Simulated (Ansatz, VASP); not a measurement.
## TiC in two plane-wave programs

Wanted: the spread between two codes on one cell, functional and k mesh. The cell is taken from a series of runs on this material, whose earlier steps may have relaxed, scaled, displaced or heated it; both programs get it as it stands.

Main program and level: Ansatz 0.2.0; plane waves, with VASP 6.6.1 beside it; zone-centre phonons at LDA.

## Step 1: The structure

It takes space group R-3m (No. 166, trigonal). The conventional cell has a = 2.922 Å, b = 2.922 Å, c = 7.520 Å, α = 90.00°, β = 90.00°, γ = 120.00°. Nearest to C lie 6 Ti at 2.10 Å. Nearest to Ti lie 6 C at 2.10 Å. Farther neighbours are not listed.

Coordinates:

```xyz
2
Lattice="0.0696 2.1361 2.1361 2.1361 0.0696 2.1361 2.1361 2.1361 0.0696" Properties=species:S:1:pos:R:3 pbc="T T T"
C     2.1710    2.1710    2.1710
Ti    4.2723    2.2058    2.2058
```

## Step 2: VASP: zone-centre phonons, LDA

Second derivatives magnify differences that forces hide, and they need a tight electronic threshold.

Lines of VASP's logs that name or quote its potential files are left out, and so is its time.

The input, INCAR:

```
SYSTEM = TiC
PREC = Accurate
ENCUT = 600
EDIFF = 1E-08
NELM = 120
ISMEAR = 1
SIGMA = 0.2
LREAL = .FALSE.
ALGO = Normal
GGA = PW92
NBANDS = 14
LASPH = .TRUE.
LORBIT = 11
LWAVE = .FALSE.
LCHARG = .FALSE.
ISIF = 2
IBRION = 8
GGA_COMPAT = .FALSE.
KPAR = 2
```

The input, POSCAR:

```
TiC
1.0
    0.0696363119      2.1361372901      2.1361372901
    2.1361372901      0.0696363119      2.1361372901
    2.1361372901      2.1361372901      0.0696363119
C Ti
1 1
Direct
    0.5000000000      0.5000000000      0.5000000000
    0.0000000000      1.0000000000      1.0000000000
```

The input, KPOINTS:

```
Automatic mesh
0
Gamma
16 16 16
0 0 0
```

Potentials, in the order of the species: C and Ti_sv (LDA family, release 64).

Launch:

```
$ mpirun -np 2 vasp_std
```

Numbers of over 12 decimals in the logs are rounded to 6 here.

What it wrote:

```text
[banner, memory and clock lines left out]
running    2 mpi-ranks, on    1 nodes
 distrk:  each k-point on    1 cores,    2 groups
 distr:  one band on    1 cores,    1 groups

 POSCAR found type information on POSCAR C Ti
 POSCAR found :  2 types and       2 ions
|                                                                             |
|               ----> ADVICE to this user running VASP <----                  |
|                                                                             |
|     You enforced a specific xc type in the INCAR file but a different       |
|     [... a line on the potential file left out ...]
|     I HOPE YOU KNOW WHAT YOU ARE DOING!                                     |
|                                                                             |

 LDA part: xc-table for (Slater(with rela. corr.)+PW92), standard interpolation
 POSCAR, INCAR and KPOINTS ok, starting setup
 FFT: planning ... GRIDC
 FFT: planning ... GRID_SOFT
 FFT: planning ... GRID
 WAVECAR not read
 entering main loop
       N       E                     dE             d eps       ncg     rms          rms(c)
DAV:   1     0.125834702586E+03    0.12583E+03   -0.89357E+03 11684   0.153E+03
DAV:   2    -0.172991661795E+02   -0.14313E+03   -0.13463E+03 12332   0.373E+02
DAV:   3    -0.254508102419E+02   -0.81516E+01   -0.79676E+01 15328   0.858E+01
DAV:   4    -0.257731922142E+02   -0.32238E+00   -0.32214E+00 14690   0.156E+01
DAV:   5    -0.257807939732E+02   -0.76018E-02   -0.76010E-02 15546   0.207E+00    0.199E+01
DAV:   6    -0.210083022196E+02    0.47725E+01   -0.12474E+01 16982   0.610E+01    0.673E+00
DAV:   7    -0.204975464839E+02    0.51076E+00   -0.20709E+00 14016   0.219E+01    0.574E+00
DAV:   8    -0.204703821006E+02    0.27164E-01   -0.11773E-01 13112   0.418E+00    0.313E+00
DAV:   9    -0.204694526694E+02    0.92943E-03   -0.76571E-02 14736   0.290E+00    0.714E-01
DAV:  10    -0.204686561971E+02    0.79647E-03   -0.89345E-03 16158   0.125E+00    0.572E-01
DAV:  11    -0.204675474708E+02    0.11087E-02   -0.35406E-03 12522   0.895E-01    0.102E-01
DAV:  12    -0.204675386479E+02    0.88229E-05   -0.29203E-04 13182   0.234E-01    0.129E-02
DAV:  13    -0.204675324688E+02    0.61791E-05   -0.19307E-05 16396   0.606E-02    0.788E-03
DAV:  14    -0.204675321444E+02    0.32448E-06   -0.89695E-07 13122   0.953E-03    0.232E-03
DAV:  15    -0.204675321262E+02    0.18204E-07   -0.86549E-08 15656   0.201E-03    0.387E-04
DAV:  16    -0.204675321236E+02    0.25077E-08   -0.67115E-09  9038   0.114E-03
   1 F= -.20467532E+02 E0= -.20467664E+02  d E =0.395759E-03
 Linear response reoptimize wavefunctions to high precision
DAV:   1    -0.204675321237E+02   -0.19554E-10   -0.66863E-10  9566   0.253E-04
 Linear response DOF=           2
 Linear response progress:
  Degree of freedom:   1/  2
       N       E                     dE             d eps       ncg     rms          rms(c)
RMM:   1    -0.127759271301E+00   -0.12776E+00   -0.65192E-02 66551   0.243E+00
RMM:   2    -0.116909907999E+00    0.10849E-01   -0.61211E-03 61060   0.608E-01    0.154E-01
RMM:   3    -0.117536058307E+00   -0.62615E-03   -0.21158E-03 63828   0.258E-01    0.703E-02
RMM:   4    -0.118586852792E+00   -0.10508E-02   -0.76974E-04 65173   0.155E-01    0.147E-02
RMM:   5    -0.118722429411E+00   -0.13558E-03   -0.17118E-04 74387   0.629E-02    0.295E-03
RMM:   6    -0.118704410261E+00    0.18019E-04   -0.22739E-05 73060   0.261E-02    0.130E-03
RMM:   7    -0.118707479040E+00   -0.30688E-05   -0.50477E-06 75808   0.123E-02    0.504E-04
RMM:   8    -0.118708353390E+00   -0.87435E-06   -0.11363E-06 74980   0.607E-03    0.340E-04
RMM:   9    -0.118707566943E+00    0.78645E-06   -0.25039E-07 75030   0.318E-03    0.144E-04
RMM:  10    -0.118706946177E+00    0.62077E-06   -0.71622E-07 74726   0.170E-03    0.731E-05
RMM:  11    -0.118707161897E+00   -0.21572E-06   -0.36709E-07 73923   0.927E-04    0.837E-05
RMM:  12    -0.118707143024E+00    0.18873E-07   -0.82679E-09 75287   0.508E-04    0.366E-05
RMM:  13    -0.118707120051E+00    0.22973E-07   -0.15246E-07 76421   0.280E-04    0.694E-06
RMM:  14    -0.118707133890E+00   -0.13839E-07   -0.11134E-07 78299   0.144E-04    0.141E-05
RMM:  15    -0.118707132802E+00    0.10875E-08   -0.51629E-08 73065   0.826E-05    0.407E-06
 first order change of Fermi-energy   0.18623E-03
 force on displaced ion       1 direction 1 : -12.574  -0.815  -0.815
 Linear response progress:
  Degree of freedom:   2/  2
       N       E                     dE             d eps       ncg     rms          rms(c)
RMM:   1    -0.663203495795E+00   -0.66320E+00    0.88568E+00 30839   0.130E+02
RMM:   2    -0.635962670327E+00    0.27241E-01   -0.23879E-01 52805   0.507E+00    0.237E-01
RMM:   3    -0.635247267690E+00    0.71540E-03   -0.19094E-02 63238   0.121E+00    0.117E-01
RMM:   4    -0.634628260117E+00    0.61901E-03   -0.72909E-03 69793   0.521E-01    0.211E-02
RMM:   5    -0.635206280783E+00   -0.57802E-03   -0.11525E-03 73952   0.207E-01    0.100E-02
RMM:   6    -0.635538816048E+00   -0.33254E-03   -0.31086E-04 74094   0.906E-02    0.675E-03
RMM:   7    -0.636031145309E+00   -0.49233E-03   -0.77828E-05 65706   0.499E-02    0.629E-03
RMM:   8    -0.635886287025E+00    0.14486E-03   -0.40375E-05 70658   0.263E-02    0.439E-04
RMM:   9    -0.635882409932E+00    0.38771E-05   -0.21078E-05 76620   0.145E-02    0.591E-04
RMM:  10    -0.635903822771E+00   -0.21413E-04   -0.16651E-05 73180   0.863E-03    0.123E-04
RMM:  11    -0.635909533915E+00   -0.57111E-05   -0.11207E-05 77260   0.575E-03    0.802E-05
RMM:  12    -0.635912258957E+00   -0.27250E-05   -0.89880E-06 75551   0.399E-03    0.670E-05
RMM:  13    -0.635915488018E+00   -0.32291E-05   -0.65566E-06 72373   0.301E-03    0.134E-05
RMM:  14    -0.635916516967E+00   -0.10289E-05   -0.53726E-06 77387   0.232E-03    0.109E-05
RMM:  15    -0.635917591713E+00   -0.10747E-05   -0.41425E-06 68453   0.189E-03    0.158E-05
RMM:  16    -0.635916605952E+00    0.98576E-06   -0.34800E-06 68196   0.158E-03    0.283E-05
RMM:  17    -0.635917133914E+00   -0.52796E-06   -0.26845E-06 69637   0.133E-03    0.200E-05
RMM:  18    -0.635917199951E+00   -0.66036E-07   -0.22707E-06 79059   0.113E-03    0.267E-05
RMM:  19    -0.635917341589E+00   -0.14164E-06   -0.18820E-06 71139   0.981E-04    0.387E-05
RMM:  20    -0.635917445749E+00   -0.10416E-06   -0.15928E-06 64100   0.862E-04    0.343E-05
RMM:  21    -0.635917434715E+00    0.11035E-07   -0.12953E-06 68485   0.754E-04    0.333E-05
RMM:  22    -0.635917546659E+00   -0.11194E-06   -0.11190E-06 66948   0.662E-04    0.321E-05
RMM:  23    -0.635917650743E+00   -0.10408E-06   -0.90566E-07 74377   0.579E-04    0.350E-05
 first order change of Fermi-energy  -0.69996E-04
 force on displaced ion       2 direction 1 : -12.575  -0.812  -0.812
 Linear response finished
```

Parts of OUTCAR (step 2):

```text
ion  position               nearest neighbor table
   1  0.500  0.500  0.500-   2 2.10   2 2.10   2 2.10   2 2.10   2 2.10   2 2.10
   2  0.000  0.000  0.000-   1 2.10   1 2.10   1 2.10   1 2.10   1 2.10   1 2.10

  LATTYP: Found a trigonal (rhomboedric) cell.
 ALAT       =     3.0217568169
 COS(alpha) =     0.5323163264

 Subroutine GETGRP returns: Found 12 space group operations
 (whereof 12 operations were pure point group operations)

The static configuration has the point symmetry D_3d.

 Found    417 irreducible k-points:

   k-points           NKPTS =    417   k-points in BZ     NKDIM =    417   number of bands    NBANDS=     14

   dimension x,y,z NGX =    24 NGY =   24 NGZ =   24
   dimension x,y,z NGXF=    48 NGYF=   48 NGZF=   48

   ENCUT  =  600.0 eV  44.10 Ry    6.64 a.u.   6.04  6.04  6.04*2*pi/ulx,y,z

   NELECT =      16.0000    total number of electrons

 k-points in reciprocal lattice and weights: Automatic mesh
   0.00000000  0.00000000  0.00000000       0.000
   0.06250000 -0.00000000 -0.00000000       0.001
   0.12500000 -0.00000000 -0.00000000       0.001
   0.18750000  0.00000000 -0.00000000       0.001
   0.25000000 -0.00000000 -0.00000000       0.001
   0.31250000  0.00000000  0.00000000       0.001
   0.37500000  0.00000000 -0.00000000       0.001
   0.43750000  0.00000000 -0.00000000       0.001
   0.50000000 -0.00000000 -0.00000000       0.001
[...]
-0.43750000  0.50000000  0.43750000       0.001
   0.50000000  0.50000000  0.50000000       0.000

 average (electrostatic) potential at core
       1 -47.6103       2 -69.7651

  Total        1.5267652      1.5267652      1.5267652     -0.7454309     -0.7454309     -0.7454309
  in kB      131.9260910    131.9260910    131.9260910    -64.4118568    -64.4118568    -64.4118568
  external PRESSURE =     131.9260910 kB  Pullay stress =       0.0000000 kB

  energy-cutoff  :      600.00
  volume of cell :       18.54
      direct lattice vectors                 reciprocal lattice vectors
     0.069636312  2.136137290  2.136137290    -0.245835396  0.238074368  0.238074368
     2.136137290  0.069636312  2.136137290     0.238074368 -0.245835396  0.238074368
     2.136137290  2.136137290  0.069636312     0.238074368  0.238074368 -0.245835396

 POSITION                                       TOTAL-FORCE (eV/Angst)
 -----------------------------------------------------------------------------------
      2.17096      2.17096      2.17096         0.000000     -0.000000      0.000000
      0.00000      0.00000      0.00000        -0.000000      0.000000     -0.000000
 -----------------------------------------------------------------------------------
    total drift:                                0.000000     -0.000000     -0.000000

 Eigenvectors and eigenvalues of the dynamical matrix
 ----------------------------------------------------

   1 f  =   19.013125 THz   119.462989 2PiTHz  634.209591 cm-1    78.631932 meV
             X         Y         Z           dx          dy          dz
      2.170955  2.170955  2.170955     0.516233    0.516233    0.516233
      0.000000  0.000000  0.000000    -0.258528   -0.258528   -0.258528

   2 f  =   17.300438 THz   108.701859 2PiTHz  577.080503 cm-1    71.548831 meV
             X         Y         Z           dx          dy          dz
      2.170955  2.170955  2.170955    -0.641663    0.622324    0.019339
      0.000000  0.000000  0.000000     0.321440   -0.311752   -0.009688

   3 f  =   17.300438 THz   108.701859 2PiTHz  577.080503 cm-1    71.548831 meV
             X         Y         Z           dx          dy          dz
      2.170955  2.170955  2.170955     0.348133    0.381630   -0.729763
      0.000000  0.000000  0.000000    -0.174397   -0.191177    0.365574

   4 f/i=    0.000892 THz     0.005607 2PiTHz    0.029765 cm-1     0.003690 meV
             X         Y         Z           dx          dy          dz
      2.170955  2.170955  2.170955    -0.258528   -0.258528   -0.258528
      0.000000  0.000000  0.000000    -0.516233   -0.516233   -0.516233

   5 f/i=    0.001280 THz     0.008042 2PiTHz    0.042694 cm-1     0.005293 meV
             X         Y         Z           dx          dy          dz
      2.170955  2.170955  2.170955     0.060044    0.282387   -0.342431
      0.000000  0.000000  0.000000     0.119861    0.563706   -0.683566

   6 f/i=    0.001280 THz     0.008042 2PiTHz    0.042694 cm-1     0.005293 meV
             X         Y         Z           dx          dy          dz
      2.170955  2.170955  2.170955    -0.360739    0.232369    0.128370
      0.000000  0.000000  0.000000    -0.720113    0.463859    0.256254

 ELASTIC MODULI CONTR FROM IONIC RELAXATION (kBar)
 Direction    XX          YY          ZZ          XY          YZ          ZX
 --------------------------------------------------------------------------------
 XX           0.0000      0.0000      0.0000      0.0000      0.0000      0.0000
 YY           0.0000      0.0000      0.0000      0.0000      0.0000      0.0000
 ZZ           0.0000      0.0000      0.0000      0.0000      0.0000      0.0000
 XY           0.0000      0.0000      0.0000      0.0000      0.0000      0.0000
 YZ           0.0000      0.0000      0.0000      0.0000      0.0000      0.0000
 ZX           0.0000      0.0000      0.0000      0.0000      0.0000      0.0000
 --------------------------------------------------------------------------------
```

[end of part 1 of 2]

[Lines on the potential files, build, host, timing and source positions are cut from VASP's logs without a mark.]

[Logs are printed without paths, hosts, clocks, repeated set-up lines and the standing remarks that a program may print on its own settings, such as how far it seeks lower states.]

[Hosts, paths, dates, database ids (printed as entryN), source tags and the programs' standing remarks are cut or masked in the printed files.]
